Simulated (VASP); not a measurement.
Method: PW91 GGA, VASP's PBE PAW potentials (set 64) (plane waves; VASP).

VASP input:

POSCAR:
```
Sr
1.0
  0.0000000000   2.9984553654   2.9984553654
  2.9984553654   0.0000000000   2.9984553654
  2.9984553654   2.9984553654   0.0000000000
Sr
1
direct
  0.0000000000   0.0000000000   0.0000000000
```

KPOINTS:
```
k-points along high-symmetry lines
15
Line-mode
Reciprocal
  0.000000   0.000000   0.000000 ! GAMMA
  0.500000   0.000000   0.500000 ! X

  0.500000   0.000000   0.500000 ! X
  0.625000   0.250000   0.625000 ! U

  0.375000   0.375000   0.750000 ! K
  0.000000   0.000000   0.000000 ! GAMMA

  0.000000   0.000000   0.000000 ! GAMMA
  0.500000   0.500000   0.500000 ! L

  0.500000   0.500000   0.500000 ! L
  0.500000   0.250000   0.750000 ! W

  0.500000   0.250000   0.750000 ! W
  0.500000   0.000000   0.500000 ! X
```

INCAR:
```
ALGO  =  Normal
EDIFF  =  1E-7
ENCUT  =  520
GGA  =  91
ICHARG  =  11
ISMEAR  =  0
LASPH  =  .True.
LCHARG  =  .False.
LMAXMIX  =  4
LORBIT  =  11
LREAL  =  .False.
LWAVE  =  .False.
NELM  =  100
PREC  =  Accurate
SIGMA  =  0.05
SYSTEM  =  Sr
```

POTCAR, in this order: Sr_sv (PBE.64 set). Program: vasp_std. Read from the step before: CHGCAR.

The run wrote:

File OSZICAR:
```
       N       E                     dE             d eps       ncg     rms          rms(c)
DAV:   1     0.362924838799E+02    0.36292E+02   -0.49382E+03  1620   0.959E+02
DAV:   2    -0.253886349513E+00   -0.36546E+02   -0.36084E+02  1787   0.163E+02
DAV:   3    -0.181199412199E+01   -0.15581E+01   -0.15451E+01  2450   0.277E+01
DAV:   4    -0.186387377198E+01   -0.51880E-01   -0.51809E-01  2311   0.458E+00
DAV:   5    -0.186530426487E+01   -0.14305E-02   -0.14301E-02  2575   0.450E-01
DAV:   6    -0.186531144836E+01   -0.71835E-05   -0.71834E-05  2314   0.304E-02
DAV:   7    -0.186531147617E+01   -0.27811E-07   -0.27814E-07  2493   0.203E-03
   1 F= -.18653115E+01 E0= -.18631530E+01  d E =-.431702E-02
```

**OUTCAR**
```
 val. band max:        1.6655093943   @ k =   0.5000   0.2857   0.7143

 cond. band min:       1.6722593458   @ k =   0.5000   0.2679   0.7321



 k-point     1 :       0.0000    0.0000    0.0000
  band No.  band energies     occupation
      1     -34.8992      2.00000
      2     -16.8490      2.00000
      3     -16.8490      2.00000
      4     -16.8490      2.00000
      5      -2.0381      2.00000
      6       3.9582      0.00000
      7       3.9582      0.00000
      8       3.9582      0.00000
      9       5.4413      0.00000

 k-point     2 :       0.0357    0.0000    0.0357
  band No.  band energies     occupation
      1     -34.8990      2.00000
      2     -16.8517      2.00000
      3     -16.8500      2.00000
      4     -16.8500      2.00000
      5      -2.0100      2.00000
      6       3.9142      0.00000
      7       3.9719      0.00000
      8       3.9719      0.00000
      9       5.3924      0.00000

 k-point     3 :       0.0714    0.0000    0.0714
  band No.  band energies     occupation
      1     -34.8982      2.00000
      2     -16.8595      2.00000
      3     -16.8528      2.00000
      4     -16.8528      2.00000
      5      -1.9262      2.00000
      6       3.7911      0.00000
      7       4.0131      0.00000
      8       4.0131      0.00000
      9       5.2440      0.00000

 k-point     4 :       0.1071    0.0000    0.1071
  band No.  band energies     occupation
      1     -34.8970      2.00000
      2     -16.8720      2.00000
      3     -16.8574      2.00000
      4     -16.8574      2.00000
      5      -1.7883      2.00000
      6       3.6098      0.00000
      7       4.0824      0.00000
      8       4.0824      0.00000
      9       5.0135      0.00000

 k-point     5 :       0.1429    0.0000    0.1429
  band No.  band energies     occupation
      1     -34.8954      2.00000
      2     -16.8885      2.00000
      3     -16.8635      2.00000
      4     -16.8635      2.00000
...
```

The density is held fixed in this step, so its total energy and stress have no physical meaning.

The compound is Sr in the fcc structure. It was relaxed first.
